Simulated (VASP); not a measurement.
TlB: relaxation of the atoms with PBE+TS

Crystal: TlB.

```xyz
2
Lattice="-2.3025 2.3025 2.5238 2.3025 -2.3025 2.5238 2.3025 2.3025 -2.5238" Properties=species:S:1:pos:R:3 pbc="T T T"
Tl    0.0000    0.0000    2.5238
B     0.0000    0.0000    0.0000
```

The cell was built by a generator and needn't be a form met in nature.

The cell isn't the ideal one: volume scaled by 1.25.

* Program: VASP 6.6.1
* Task: relaxation of the atoms
* Functional: PBE
* Dispersion: TS
* Potentials or basis: VASP PAW PBE potentials, release 64 (Tl_d_GW, B_GW)
* Cutoff: 600 eV
* k mesh: 9 × 9 × 9
* Occupations: gaussian, width 0.01 eV
* Spin: no spin polarisation
* Further INCAR settings: ALGO = Normal; EDIFF = 1e-06; IBRION = 2; EDIFFG = -0.02; NSW = 60

```
Pressure after relaxing    : -9.2 GPa
Band gap on the k mesh     : none (metal or under the smearing width)
Hirshfeld charges          : Tl +0.11; B -0.11 e
Dispersion energy per atom : -0.337 eV
```

Stress tensor (GPa, compression positive):
```
 -8.32   0.00   0.00
  0.00  -8.32   0.00
  0.00   0.00 -11.05
```

Final structure:
```
Tl B
1.0
    -2.30254    2.30254    2.52378
     2.30254   -2.30254    2.52378
     2.30254    2.30254   -2.52378
Tl B
1 1
Direct
  0.50000 0.50000 0.00000
  0.00000 0.00000 0.00000
```

Levels at points of the mesh, in eV from the Fermi level:
```
           k point  band 5  band 6  band 7  band 8  band 9  band 10  band 11  band 12  band 13
(0.00, 0.00, 0.00)  -11.15  -11.08   -8.92   -0.35    0.26     1.48     1.48     5.96     5.96
```

It took 110 s on 1 thread of Intel(R) Xeon(R) Platinum 8375C CPU @ 2.90GHz (Ice Lake) (shared host), peak memory 0.28 GiB.

Caveat: the relaxation stopped at its first step, so nothing moved; atom-pairwise D2, TS and ULG terms overbind metals. The run has no spin-orbit coupling, so splittings on Tl are missing.
